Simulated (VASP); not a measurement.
Input:

```
CELL_PARAMETERS angstrom
      0.00000     3.53082     3.53082
      3.53082     0.00000     3.53082
      3.53082     3.53082     0.00000
ATOMIC_POSITIONS crystal
  Sr 0.00000 0.00000 0.00000
  Cl 0.25000 0.25000 0.25000
  Cl 0.75000 0.75000 0.75000
```

Level of theory: PBE GGA with D3 dispersion (zero damping), VASP's PBE PAW potentials (set 64) (plane waves; VASP). Numerical set-up: 520 eV cut-off, 6×6×6 Γ-centred mesh, Gaussian smearing of 0.050 eV, potentials Sr_sv Cl.

Q: Give the stress tensor in GPa (positive for a compressed cell).

A: 
```
-1.01   0.00   0.00
 0.00  -1.01   0.00
 0.00   0.00  -1.01
```
The pressure is its mean diagonal, -1.01 GPa.

The compound is SrCl2 in the fluorite structure. This cell is one point of a volume scan, at 1.03 of the reference volume.
